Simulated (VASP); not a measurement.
A convergence study with VASP on Ag (fcc): a few settings are varied, all else stays as given below, so the limit is that of these other settings.

```
CELL_PARAMETERS angstrom
      0.00000     2.04500     2.04500
      2.04500     0.00000     2.04500
      2.04500     2.04500     0.00000
ATOMIC_POSITIONS crystal
  Ag 0.00000 0.00000 0.00000
```

These are PBE GGA, VASP's PBE PAW potentials (set 64) (plane waves; VASP) values and carry that method's errors. The last row used: 550 eV cut-off, 23×23×23 Γ-centred mesh, second-order Methfessel-Paxton smearing of 0.40 eV, potentials Ag.

| setting | E (eV/atom) | pressure (GPa) | irreducible k-points |
|---|---|---|---|
| ISMEAR = -1, SIGMA = 0.01, 8×8×8 mesh | -2.6770 | 4.69 | 29 |
| ISMEAR = -1, SIGMA = 0.1, 8×8×8 mesh | -2.6793 | 4.71 | 29 |
| ISMEAR = 0, SIGMA = 0.01, 8×8×8 mesh | -2.6768 | 4.69 | 29 |
| ISMEAR = 0, SIGMA = 0.1, 8×8×8 mesh | -2.6781 | 4.69 | 29 |
| ISMEAR = 1, SIGMA = 0.01, 8×8×8 mesh | -2.6767 | 4.69 | 29 |
| ISMEAR = 1, SIGMA = 0.2, 8×8×8 mesh | -2.6784 | 4.66 | 29 |
| ISMEAR = 2, SIGMA = 0.05, 8×8×8 mesh | -2.6769 | 4.69 | 29 |
| ISMEAR = 2, SIGMA = 0.2, 8×8×8 mesh | -2.6779 | 4.65 | 29 |
| ISMEAR = -1, SIGMA = 0.01, 17×17×17 mesh | -2.7041 | 4.14 | 165 |
| ISMEAR = -1, SIGMA = 0.2, 17×17×17 mesh | -2.7069 | 4.23 | 165 |
| ISMEAR = 0, SIGMA = 0.01, 17×17×17 mesh | -2.7041 | 4.12 | 165 |
| ISMEAR = 0, SIGMA = 0.2, 17×17×17 mesh | -2.7047 | 4.12 | 165 |
| ISMEAR = 1, SIGMA = 0.01, 17×17×17 mesh | -2.7041 | 4.10 | 165 |
| ISMEAR = 1, SIGMA = 0.4, 17×17×17 mesh | -2.7051 | 4.11 | 165 |
| ISMEAR = 2, SIGMA = 0.05, 17×17×17 mesh | -2.7041 | 4.15 | 165 |
| ISMEAR = 2, SIGMA = 0.4, 17×17×17 mesh | -2.7047 | 4.10 | 165 |
| ISMEAR = -1, SIGMA = 0.05, 23×23×23 mesh | -2.7061 | 4.15 | 364 |
| ISMEAR = -1, SIGMA = 0.2, 23×23×23 mesh | -2.7079 | 4.23 | 364 |
| ISMEAR = 0, SIGMA = 0.05, 23×23×23 mesh | -2.7061 | 4.14 | 364 |
| ISMEAR = 0, SIGMA = 0.2, 23×23×23 mesh | -2.7063 | 4.16 | 364 |
| ISMEAR = 1, SIGMA = 0.05, 23×23×23 mesh | -2.7061 | 4.13 | 364 |
| ISMEAR = 1, SIGMA = 0.4, 23×23×23 mesh | -2.7067 | 4.14 | 364 |
| ISMEAR = 2, SIGMA = 0.1, 23×23×23 mesh | -2.7061 | 4.14 | 364 |
| ISMEAR = 2, SIGMA = 0.4, 23×23×23 mesh | -2.7063 | 4.15 | 364 |

Left out are rungs that failed or repeat a setting and relaxations that didn't move; long series are thinned to 24 rows.

The compound is Ag in the fcc structure. The cell was not relaxed at this level.
